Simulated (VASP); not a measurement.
Crystal: NaLuSbH.

```
Na Lu Sb H
1.0
     3.94800    0.00000    0.00000
     0.00000    3.94800    0.00000
     0.00000    0.00000    5.39395
Na Lu Sb H
1 1 1 1
Direct
  0.00000 0.00000 0.00000
  0.50000 0.50000 0.50000
  0.50000 0.50000 0.00000
  0.00000 0.00000 0.50000
```

The cell was built by a generator and needn't be a form met in nature.

The cell isn't the ideal one: random cell by space group and Wyckoff sites (P4/mmm, No. 123).

- Program: VASP 6.6.1
- Task: relaxation of cell and atoms
- Functional: PBE
- Potentials or basis: VASP PAW PBE potentials, release 64 (Na_pv, Lu, Sb, H)
- Cutoff: 600 eV
- k mesh: 4 × 4 × 4
- Occupations: gaussian, width 0.1 eV
- Spin: no spin polarisation

At the start: pressure 9.2 GPa; volume 21.02 Å³/atom.

Where does the relaxation end?

Over 9 steps the energy falls by 99.5 meV/atom and the volume is 24.51 Å³/atom (+16.6 %); space group P4/mmm (No. 123, to 0.05 Å).

Step by step:
```
step  energy change (eV)  largest force (eV/Å)  pressure (GPa)  volume (Å³)
   1              0.0000                0.0000            9.21        84.07
   2             -0.3455                0.0000           -1.51        99.48
   3             -0.3825                0.0000            0.55        95.02
   4             -0.3825                0.0000            0.52        95.24
   5             -0.3916                0.0000            0.17        96.43
   6             -0.3977                0.0000           -0.09        98.14
   7             -0.3978                0.0000           -0.20        98.59
   8             -0.3979                0.0000           -0.18        98.50
   9             -0.3981                0.0000            0.07        98.06
```

Final structure:
```
Na Lu Sb H
1.0
     4.12715    0.00000    0.00000
     0.00000    4.12715    0.00000
     0.00000    0.00000    5.75682
Na Lu Sb H
1 1 1 1
Direct
  0.00000 0.00000 0.00000
  0.50000 0.50000 0.50000
  0.50000 0.50000 0.00000
  0.00000 0.00000 0.50000
```

Caveat: the k mesh is coarse (spacing up to 0.40 Å⁻¹), so the values aren't converged; the volume moved by over 15 % at a fixed basis, so the end points are rough.
